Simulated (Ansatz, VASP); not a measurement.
# BAs in two plane-wave programs, part 2 of 3

Aim: how closely do two programs agree when they are given the same cell, functional and k mesh? The cell is taken from a series of runs on this material, whose earlier steps may have relaxed, scaled, displaced or heated it; both programs get it as it stands.

VASP 6.6.1 and Ansatz 0.2.0.

So far: Set-up; Ansatz: zone-centre phonons, PBE, pair 1.

## 3. VASP: zone-centre phonons, PBE, pair 1

Level of this step: PBE; plane waves and PAW (B, As) (VASP).

The same cell, functional and mesh now go to VASP, with its own data sets.

Lines of VASP's logs that name or quote its potential files are left out, and so is its time.

Contents of INCAR:

```
SYSTEM = BAs
PREC = Accurate
ENCUT = 500
EDIFF = 1E-08
NELM = 120
ISMEAR = 0
SIGMA = 0.01
LREAL = .FALSE.
ALGO = Normal
GGA = PE
NBANDS = 10
LORBIT = 11
LWAVE = .FALSE.
LCHARG = .FALSE.
ISIF = 2
IBRION = 8
LEPSILON = .TRUE.
LASPH = .TRUE.
GGA_COMPAT = .FALSE.
EFERMI = MIDGAP
KPAR = 2
```

Contents of POSCAR:

```
BAs
1.0
    0.0000000000      2.3721645678      2.3721645678
    2.3721645678      0.0000000000      2.3721645678
    2.3721645678      2.3721645678      0.0000000000
B As
1 1
Direct
    0.0000000000      0.0000000000      0.0000000000
    0.7500000000      0.7500000000      0.7500000000
```

Contents of KPOINTS:

```
Automatic mesh
0
Gamma
12 12 12
0 0 0
```

PAW data sets: B and As (PBE family, release 64).

Launch:

```
mpirun -np 2 vasp_std
```

Numbers of over 12 decimals in the logs are rounded to 6 here.

The program printed:

```text
[banner, memory and clock lines left out]
running    2 mpi-ranks, on    1 nodes
 distrk:  each k-point on    1 cores,    2 groups
 distr:  one band on    1 cores,    1 groups

 POSCAR found type information on POSCAR B As
 POSCAR found :  2 types and       2 ions
 LDA part: xc-table for (Slater+PW92), standard interpolation
 POSCAR, INCAR and KPOINTS ok, starting setup
 FFT: planning ... GRIDC
 FFT: planning ... GRID_SOFT
 FFT: planning ... GRID
 WAVECAR not read
 entering main loop
       N       E                     dE             d eps       ncg     rms          rms(c)
DAV:   1     0.128229192171E+02    0.12823E+02   -0.38215E+03  1440   0.694E+02
DAV:   2    -0.113953170482E+02   -0.24218E+02   -0.23150E+02  2020   0.105E+02
DAV:   3    -0.120672072172E+02   -0.67189E+00   -0.67057E+00  1712   0.177E+01
DAV:   4    -0.120691063909E+02   -0.18992E-02   -0.18991E-02  1746   0.102E+00
DAV:   5    -0.120691089174E+02   -0.25266E-05   -0.25266E-05  1672   0.381E-02    0.508E+00
DAV:   6    -0.114604664334E+02    0.60864E+00   -0.17072E+00  1538   0.580E+00    0.248E+00
DAV:   7    -0.113957282175E+02    0.64738E-01   -0.21383E-01  1732   0.242E+00    0.997E-01
DAV:   8    -0.113886266798E+02    0.71015E-02   -0.21399E-02  1588   0.886E-01    0.104E-01
DAV:   9    -0.113889377847E+02   -0.31110E-03   -0.72052E-04  1656   0.172E-01    0.603E-02
DAV:  10    -0.113890987760E+02   -0.16099E-03   -0.21735E-04  1598   0.954E-02    0.135E-02
DAV:  11    -0.113891038686E+02   -0.50926E-05   -0.53406E-06  1786   0.169E-02    0.117E-02
DAV:  12    -0.113891037577E+02    0.11092E-06   -0.26744E-06  1592   0.956E-03    0.357E-03
DAV:  13    -0.113891038130E+02   -0.55311E-07   -0.83677E-08  1740   0.200E-03    0.117E-03
DAV:  14    -0.113891039262E+02   -0.11316E-06   -0.14426E-08  1564   0.834E-04    0.120E-04
DAV:  15    -0.113891039313E+02   -0.51738E-08   -0.34369E-10   910   0.147E-04
   1 F= -.11389104E+02 E0= -.11389104E+02  d E =0.000000E+00
 Linear response reoptimize wavefunctions to high precision
DAV:   1    -0.113891039222E+02    0.91043E-08   -0.92013E-11  1008   0.554E-05
DAV:   2    -0.113891039223E+02   -0.14609E-10   -0.40557E-12   870   0.141E-05
 Linear response G [H, r] |phi>, progress :
  Direction:   1
       N       E                     dE             d eps       ncg     rms
RMM:   1    -0.474814416363E+02   -0.47481E+02   -0.57902E+01  3639   0.460E+01
RMM:   2    -0.365478727334E+02    0.10934E+02   -0.27701E+00  2381   0.110E+01
RMM:   3    -0.365587030769E+02   -0.10830E-01   -0.48177E-03  2498   0.879E-01
RMM:   4    -0.365603169808E+02   -0.16139E-02    0.15464E-03  2559   0.952E-02
RMM:   5    -0.365604767224E+02   -0.15974E-03    0.19343E-04  2577   0.110E-02
RMM:   6    -0.365604930991E+02   -0.16377E-04    0.33560E-05  2572   0.178E-03
RMM:   7    -0.365604947579E+02   -0.16588E-05    0.16540E-05  2335   0.567E-04
RMM:   8    -0.365604949489E+02   -0.19096E-06    0.15919E-05  2142   0.425E-04
RMM:   9    -0.365604949443E+02    0.45311E-08    0.15788E-05  1945   0.412E-04
RMM:  10    -0.365604949797E+02   -0.35308E-07    0.18538E-05  1744   0.412E-04
RMM:  11    -0.365604950890E+02   -0.10934E-06    0.29816E-05  1588   0.412E-04
 Linear response G [H, r] |phi>, progress :
  Direction:   2
       N       E                     dE             d eps       ncg     rms
RMM:   1    -0.464992486135E+02   -0.46499E+02   -0.80708E+01  3639   0.437E+01
RMM:   2    -0.381592089213E+02    0.83400E+01   -0.17765E+00  2358   0.949E+00
RMM:   3    -0.381804684677E+02   -0.21260E-01    0.51917E-03  2522   0.708E-01
RMM:   4    -0.381822155810E+02   -0.17471E-02    0.15705E-03  2557   0.760E-02
RMM:   5    -0.381823726489E+02   -0.15707E-03    0.17595E-04  2610   0.893E-03
RMM:   6    -0.381823888239E+02   -0.16175E-04    0.17097E-05  2553   0.153E-03
RMM:   7    -0.381823904552E+02   -0.16313E-05    0.10791E-06  2331   0.539E-04
RMM:   8    -0.381823906245E+02   -0.16924E-06   -0.13678E-06  2164   0.423E-04
RMM:   9    -0.381823906431E+02   -0.18602E-07   -0.25564E-06  2009   0.412E-04
RMM:  10    -0.381823906225E+02    0.20565E-07   -0.66041E-06  1807   0.412E-04
RMM:  11    -0.381823905982E+02    0.24266E-07   -0.30398E-05  1620   0.412E-04
 Linear response G [H, r] |phi>, progress :
  Direction:   3
       N       E                     dE             d eps       ncg     rms
RMM:   1    -0.254804215682E+02   -0.25480E+02    0.11692E+02  3440   0.430E+01
RMM:   2    -0.223167893911E+02    0.31636E+01   -0.23528E+00  2344   0.973E+00
RMM:   3    -0.223114229484E+02    0.53664E-02   -0.29121E-02  2486   0.878E-01
RMM:   4    -0.223111138785E+02    0.30907E-03   -0.36278E-04  2566   0.979E-02
RMM:   5    -0.223111062745E+02    0.76040E-05   -0.12473E-05  2535   0.120E-02
RMM:   6    -0.223111057142E+02    0.56033E-06   -0.91804E-07  2547   0.175E-03
RMM:   7    -0.223111056495E+02    0.64670E-07   -0.29721E-07  2291   0.439E-04
RMM:   8    -0.223111056387E+02    0.10793E-07   -0.15025E-06  2095   0.269E-04
RMM:   9    -0.223111056430E+02   -0.42756E-08    0.97598E-07  1884   0.254E-04
RMM:  10    -0.223111056446E+02   -0.16538E-08    0.49646E-07  1680   0.254E-04
RMM:  11    -0.223111056474E+02   -0.27727E-08    0.39471E-06  1532   0.254E-04
 Linear response to external field (no local field effect), progress :
  Direction:   1
[...]
dielectric tensor                  component  3 :     1.272    -1.702     5.471
 Linear response to external field, progress :
  Direction:   1
       N       E                     dE             d eps       ncg     rms          rms(c)
RMM:   1    -0.648671668113E+00   -0.64867E+00   -0.29117E+00 12647   0.296E+00
RMM:   2    -0.663629406303E+00   -0.14958E-01   -0.64273E-03  9257   0.394E-01    0.123E+00
RMM:   3    -0.655983630672E+00    0.76458E-02   -0.54612E-03  9450   0.440E-01    0.721E-01
RMM:   4    -0.687337144383E+00   -0.31354E-01   -0.79369E-03  9294   0.556E-01    0.836E-02
RMM:   5    -0.692824041395E+00   -0.54869E-02   -0.17867E-04  9499   0.903E-02    0.117E-02
RMM:   6    -0.693105677696E+00   -0.28164E-03   -0.27492E-06  9765   0.120E-02    0.602E-03
RMM:   7    -0.693345648401E+00   -0.23997E-03   -0.19472E-06  9512   0.106E-02    0.480E-04
RMM:   8    -0.693351753062E+00   -0.61047E-05   -0.22234E-08 10095   0.697E-04    0.149E-04
RMM:   9    -0.693350856910E+00    0.89615E-06   -0.43923E-09  9267   0.315E-04    0.392E-05
RMM:  10    -0.693351303259E+00   -0.44635E-06   -0.59623E-10  8717   0.915E-05    0.477E-06
 change of polarisation eV/A/(eV/A) component  1 :     1.285     0.332     0.205
 dielectric tensor                  component  1 :     9.708     2.247     1.392
 Linear response to external field, progress :
  Direction:   2
       N       E                     dE             d eps       ncg     rms          rms(c)
RMM:   1    -0.648684757244E+00   -0.64868E+00   -0.29118E+00 12644   0.296E+00
RMM:   2    -0.663629904849E+00   -0.14945E-01   -0.64031E-03  9257   0.394E-01    0.123E+00
RMM:   3    -0.655983644827E+00    0.76463E-02   -0.54550E-03  9453   0.440E-01    0.721E-01
RMM:   4    -0.687337774497E+00   -0.31354E-01   -0.79308E-03  9291   0.556E-01    0.836E-02
RMM:   5    -0.692824016032E+00   -0.54862E-02   -0.17861E-04  9500   0.903E-02    0.117E-02
RMM:   6    -0.693105637270E+00   -0.28162E-03   -0.27010E-06  9766   0.120E-02    0.602E-03
RMM:   7    -0.693345667639E+00   -0.24003E-03   -0.19300E-06  9512   0.106E-02    0.480E-04
RMM:   8    -0.693351808058E+00   -0.61404E-05   -0.18010E-08 10102   0.697E-04    0.149E-04
RMM:   9    -0.693350904389E+00    0.90367E-06   -0.26536E-09  9239   0.315E-04    0.395E-05
RMM:  10    -0.693351346340E+00   -0.44195E-06    0.14026E-09  8715   0.891E-05    0.491E-06
 change of polarisation eV/A/(eV/A) component  2 :     0.274     1.285     0.204
 dielectric tensor                  component  2 :     1.854     9.708     1.380
 Linear response to external field, progress :
  Direction:   3
       N       E                     dE             d eps       ncg     rms          rms(c)
RMM:   1    -0.648683112820E+00   -0.64868E+00   -0.29118E+00 12646   0.296E+00
RMM:   2    -0.663629206087E+00   -0.14946E-01   -0.64263E-03  9257   0.394E-01    0.123E+00
RMM:   3    -0.655983455055E+00    0.76458E-02   -0.54631E-03  9451   0.440E-01    0.721E-01
RMM:   4    -0.687336883050E+00   -0.31353E-01   -0.79384E-03  9293   0.556E-01    0.836E-02
RMM:   5    -0.692824129457E+00   -0.54872E-02   -0.17869E-04  9498   0.903E-02    0.117E-02
RMM:   6    -0.693105783164E+00   -0.28165E-03   -0.27375E-06  9763   0.120E-02    0.602E-03
RMM:   7    -0.693345755784E+00   -0.23997E-03   -0.19386E-06  9531   0.106E-02    0.480E-04
RMM:   8    -0.693351847596E+00   -0.60918E-05   -0.22070E-08 10096   0.697E-04    0.149E-04
RMM:   9    -0.693350958868E+00    0.88873E-06   -0.77450E-09  9253   0.316E-04    0.395E-05
RMM:  10    -0.693351400423E+00   -0.44155E-06   -0.52653E-09  8734   0.893E-05    0.491E-06
 change of polarisation eV/A/(eV/A) component  3 :     0.226     0.311     1.285
 dielectric tensor                  component  3 :     1.530     2.110     9.708
 Linear response DOF=           2
 Linear response progress:
  Degree of freedom:   1/  2
       N       E                     dE             d eps       ncg     rms          rms(c)
RMM:   1    -0.437665206324E-01   -0.43767E-01    0.23331E-03 13195   0.109E+00
RMM:   2    -0.408813618911E-01    0.28852E-02   -0.89466E-04  8806   0.215E-01    0.992E-02
RMM:   3    -0.409622552744E-01   -0.80893E-04   -0.54184E-05  9263   0.663E-02    0.526E-02
RMM:   4    -0.412673848774E-01   -0.30513E-03   -0.72709E-05  9021   0.634E-02    0.800E-03
RMM:   5    -0.412454623580E-01    0.21923E-04    0.31711E-06  9592   0.930E-03    0.734E-04
RMM:   6    -0.412437208664E-01    0.17415E-05    0.18839E-07  9602   0.885E-04    0.336E-04
RMM:   7    -0.412430153307E-01    0.70554E-06    0.10868E-07  9748   0.404E-04    0.530E-05
RMM:   8    -0.412431984909E-01   -0.18316E-06   -0.34494E-08  9869   0.994E-05    0.166E-05
RMM:   9    -0.412431583801E-01    0.40111E-07   -0.26323E-08 10055   0.450E-05    0.442E-06
RMM:  10    -0.412431598726E-01   -0.14924E-08   -0.68886E-09  9764   0.260E-05    0.626E-07
 first order change of Fermi-energy   0.24377E+01
 force on displaced ion       1 direction 1 : -17.536   0.000   0.000
 Born effective charge ion    1 direction 1 :  -0.596   0.000   0.000
 Linear response progress:
  Degree of freedom:   2/  2
       N       E                     dE             d eps       ncg     rms          rms(c)
RMM:   1    -0.387992045796E-01   -0.38799E-01    0.30041E-02 13384   0.113E+00
RMM:   2    -0.366358835790E-01    0.21633E-02   -0.13788E-03  8916   0.212E-01    0.953E-02
RMM:   3    -0.364881079443E-01    0.14778E-03   -0.11086E-04  9509   0.286E-02    0.567E-02
RMM:   4    -0.365213525204E-01   -0.33245E-04   -0.10106E-04  9264   0.359E-02    0.353E-03
RMM:   5    -0.365108512483E-01    0.10501E-04   -0.83167E-06  9792   0.341E-03    0.864E-04
RMM:   6    -0.365066409265E-01    0.42103E-05   -0.37471E-07  9621   0.104E-03    0.217E-04
RMM:   7    -0.365049376082E-01    0.17033E-05   -0.80052E-08  9943   0.301E-04    0.378E-05
RMM:   8    -0.365048514308E-01    0.86177E-07    0.72895E-08 10162   0.500E-05    0.235E-05
RMM:   9    -0.365049772107E-01   -0.12578E-06    0.66391E-08  9995   0.473E-05    0.297E-06
RMM:  10    -0.365049643583E-01    0.12852E-07    0.10212E-07  9604   0.198E-05    0.166E-06
RMM:  11    -0.365049610030E-01    0.33553E-08    0.12153E-07  8606   0.194E-05    0.321E-07
RMM:  12    -0.365049638008E-01   -0.27978E-08    0.84402E-08  6442   0.188E-05    0.488E-08
 first order change of Fermi-energy  -0.24374E+01
 force on displaced ion       2 direction 1 : -17.535  -0.000  -0.000
 Born effective charge ion    2 direction 1 :   0.591   0.000   0.000
 Born effective charges drift removed
 Linear response finished
```

OUTCAR, selected parts (step 3):

```text
ion  position               nearest neighbor table
   1  0.000  0.000  0.000-   2 2.05   2 2.05   2 2.05   2 2.05
   2  0.750  0.750  0.750-   1 2.05   1 2.05   1 2.05   1 2.05

  LATTYP: Found a face centered cubic cell.
 ALAT       =     4.7443291356

 Subroutine GETGRP returns: Found 24 space group operations
 (whereof 24 operations were pure point group operations)

The static configuration has the point symmetry T_d .

 Found     72 irreducible k-points:

   k-points           NKPTS =     72   k-points in BZ     NKDIM =     72   number of bands    NBANDS=     10

   dimension x,y,z NGX =    24 NGY =   24 NGZ =   24
   dimension x,y,z NGXF=    48 NGYF=   48 NGZF=   48

   ENCUT  =  500.0 eV  36.75 Ry    6.06 a.u.   6.12  6.12  6.12*2*pi/ulx,y,z

   NELECT =       8.0000    total number of electrons

 k-points in reciprocal lattice and weights: Automatic mesh
   0.00000000  0.00000000  0.00000000       0.001
   0.08333333  0.00000000  0.00000000       0.005
   0.16666667  0.00000000  0.00000000       0.005
   0.25000000  0.00000000  0.00000000       0.005
   0.33333333  0.00000000  0.00000000       0.005
   0.41666667  0.00000000  0.00000000       0.005
   0.50000000  0.00000000  0.00000000       0.002
   0.08333333  0.08333333  0.00000000       0.003
   0.16666667  0.08333333  0.00000000       0.014
[...]
-0.33333333  0.50000000  0.16666667       0.007
  -0.25000000  0.50000000  0.25000000       0.003

 average (electrostatic) potential at core
       1 -26.5258       2 -48.5587

  Total        1.0944798      1.0944798      1.0944798      0.0000000      0.0000000     -0.0000000
  in kB       65.6831385     65.6831385     65.6831385      0.0000000      0.0000000     -0.0000000
  external PRESSURE =      65.6831385 kB  Pullay stress =       0.0000000 kB

  energy-cutoff  :      500.00
  volume of cell :       26.70
      direct lattice vectors                 reciprocal lattice vectors
     0.000000000  2.372164568  2.372164568    -0.210777956  0.210777956  0.210777956
     2.372164568  0.000000000  2.372164568     0.210777956 -0.210777956  0.210777956
     2.372164568  2.372164568  0.000000000     0.210777956  0.210777956 -0.210777956

 POSITION                                       TOTAL-FORCE (eV/Angst)
 -----------------------------------------------------------------------------------
      0.00000      0.00000      0.00000         0.000000     -0.000000     -0.000000
      3.55825      3.55825      3.55825        -0.000000      0.000000      0.000000
 -----------------------------------------------------------------------------------
    total drift:                               -0.000000     -0.000000     -0.000000

 MACROSCOPIC STATIC DIELECTRIC TENSOR (including local field effects in DFT)
 ------------------------------------------------------
           9.707583    -0.000000    -0.000000
           0.000000     9.707583    -0.000000
           0.000000    -0.000000     9.707583
 ------------------------------------------------------

 PIEZOELECTRIC TENSOR (including local field effects)  for field in x, y, z        (C/m^2)
          XX          YY          ZZ          XY          YZ          ZX
  --------------------------------------------------------------------------------
  x    -0.00000    -0.00000    -0.00000     0.00000    -0.12016     0.00000
  y     0.00000     0.00000    -0.00000     0.00000     0.00000    -0.12016
  z    -0.00000    -0.00000     0.00000    -0.12016     0.00000     0.00000

 BORN EFFECTIVE CHARGES (including local field effects) (in |e|, cummulative output)
 ---------------------------------------------------------------------------------
 ion    1
    1    -0.59167     0.00000     0.00000
    2    -0.00000    -0.59167    -0.00000
    3     0.00000     0.00000    -0.59167
 ion    2
    1     0.59167    -0.00000    -0.00000
    2     0.00000     0.59167     0.00000
    3    -0.00000     0.00000     0.59167

 Eigenvectors and eigenvalues of the dynamical matrix
 ----------------------------------------------------

   1 f  =   21.298320 THz   133.821294 2PiTHz  710.435497 cm-1    88.082736 meV
             X         Y         Z           dx          dy          dz
      0.000000  0.000000  0.000000     0.000000   -0.934829    0.000000
      3.558247  3.558247  3.558247     0.000000    0.355097    0.000000

   2 f  =   21.298320 THz   133.821294 2PiTHz  710.435497 cm-1    88.082736 meV
             X         Y         Z           dx          dy          dz
      0.000000  0.000000  0.000000     0.934829    0.000000    0.000000
      3.558247  3.558247  3.558247    -0.355097    0.000000    0.000000

   3 f  =   21.298320 THz   133.821294 2PiTHz  710.435497 cm-1    88.082736 meV
             X         Y         Z           dx          dy          dz
      0.000000  0.000000  0.000000    -0.000000   -0.000000   -0.934829
      3.558247  3.558247  3.558247    -0.000000   -0.000000    0.355097

   4 f/i=    0.000212 THz     0.001331 2PiTHz    0.007066 cm-1     0.000876 meV
             X         Y         Z           dx          dy          dz
      0.000000  0.000000  0.000000     0.094778   -0.330487   -0.088824
      3.558247  3.558247  3.558247     0.249512   -0.870040   -0.233837

   5 f/i=    0.000212 THz     0.001331 2PiTHz    0.007066 cm-1     0.000876 meV
             X         Y         Z           dx          dy          dz
      0.000000  0.000000  0.000000     0.054124   -0.076531    0.342502
      3.558247  3.558247  3.558247     0.142486   -0.201476    0.901671

   6 f/i=    0.000212 THz     0.001331 2PiTHz    0.007066 cm-1     0.000876 meV
             X         Y         Z           dx          dy          dz
      0.000000  0.000000  0.000000     0.337908    0.104955   -0.029946
      3.558247  3.558247  3.558247     0.889577    0.276303   -0.078835

 MACROSCOPIC STATIC DIELECTRIC TENSOR IONIC CONTRIBUTION
 ------------------------------------------------------
           0.135315    -0.000000     0.000000
          -0.000000     0.135315    -0.000000
           0.000000    -0.000000     0.135315
 ------------------------------------------------------

 ELASTIC MODULI CONTR FROM IONIC RELAXATION (kBar)
 Direction    XX          YY          ZZ          XY          YZ          ZX
 --------------------------------------------------------------------------------
 XX          -0.0000     -0.0000     -0.0000      0.0000      0.0000      0.0000
 YY          -0.0000     -0.0000     -0.0000      0.0000      0.0000      0.0000
 ZZ          -0.0000     -0.0000     -0.0000      0.0000      0.0000      0.0000
 XY           0.0000      0.0000      0.0000   -235.2727     -0.0000      0.0000
 YZ           0.0000      0.0000      0.0000     -0.0000   -235.2727     -0.0000
 ZX           0.0000      0.0000      0.0000      0.0000     -0.0000   -235.2727
 --------------------------------------------------------------------------------

 PIEZOELECTRIC TENSOR IONIC CONTR  for field in x, y, z        (C/m^2)
          XX          YY          ZZ          XY          YZ          ZX
  --------------------------------------------------------------------------------
  x    -0.00000    -0.00000    -0.00000     0.00000     0.16789     0.00000
  y    -0.00000    -0.00000    -0.00000    -0.00000     0.00000     0.16789
  z    -0.00000    -0.00000    -0.00000     0.16789     0.00000    -0.00000
```

## 4. Differences

Known differences besides the potentials themselves: fixed occupations in Ansatz, narrow Gaussian smearing in VASP; VASP's response is taken on the typed mesh, Ansatz refines its own for the field response alone; the data sets hold 18 valence electrons in Ansatz (on its PAW soft_1 files) and 8 in VASP; the cutoff is 420 eV in Ansatz and 500 eV in VASP. Total energies have different zeros and are not compared.

Compared:

| quantity | Ansatz | VASP | difference |
| --- | --- | --- | --- |
| ε∞ xx | 9.69 | 9.71 | -0.16 % |
| ε∞ yy | 9.69 | 9.71 | -0.16 % |
| ε∞ zz | 9.69 | 9.71 | -0.16 % |
| Born charge of B1 (mean of the diagonal) (e) | -0.56 | -0.59 | +0.03 |
| Born charge of As2 (mean of the diagonal) (e) | 0.56 | 0.59 | -0.03 |
| optical mode 1 to 3 (cm⁻¹) | 705.4 | 710.4 | -0.71 % |

Modes are paired by rising frequency, not by their patterns, so a pair may set unlike modes beside each other; they are those without the splitting of longitudinal modes.

(Part 2 of 3 ends here.)

[Lines on the potential files, build, host, timing and source positions are cut from VASP's logs without a mark.]

[Logs are printed without paths, hosts, clocks, repeated set-up lines and the standing remarks that a program may print on its own settings, such as how far it seeks lower states.]

[Hosts, paths, dates, database ids (printed as entryN), source tags and the programs' standing remarks are cut or masked in the printed files.]
